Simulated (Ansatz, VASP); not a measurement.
## One calculation of ScGa3Te, two programs

```
Sc Ga Te
1.0
     5.30897    0.00000    0.00000
     0.00000    5.30897    0.00000
     0.00000    0.00000    5.30897
Sc Ga Te
1 3 1
Cartesian
  2.6545 2.6545 2.6545
  0.0000 2.6545 2.6545
  2.6545 0.0000 2.6545
  2.6545 2.6545 0.0000
  0.0000 0.0000 0.0000
```

Change from the starting cell: species swapped into the Sc3TlB type (Pm-3m, No. 221).

Alike in both runs: functional PBE; k mesh 4 × 4 × 4; occupations gaussian, width 0.1 eV; no spin polarisation.

Ansatz relaxed the structure, and its values are those at the end. VASP's run is a single point on that final structure, the one shown.

|  | VASP | Ansatz |
| --- | --- | --- |
| version | VASP 6.6.1 | Ansatz 0.2.0 |
| potentials or method | VASP PAW PBE potentials, release 64 (Sc_sv, Ga_d, Te) | scalar-relativistic, plane waves, PAW |
| plane-wave cutoff (eV) | 520 | 420 |
| valence electrons in the cell | 56 | 66 |

|  | VASP | Ansatz | Ansatz less VASP |
| --- | --- | --- | --- |
| gap on the k mesh at the Fermi level (eV) | none | none | - |
| pressure (GPa) | 0.3 | 0.2 | -0.04 |

A gap of «none» marks a metal or a gap that the smearing closes. With one functional, cell and mesh, what is left measures potentials, basis and numerics. The two sets of potentials don't hold the same shells in valence.

The runs have no spin-orbit coupling, so splittings on Te are missing.
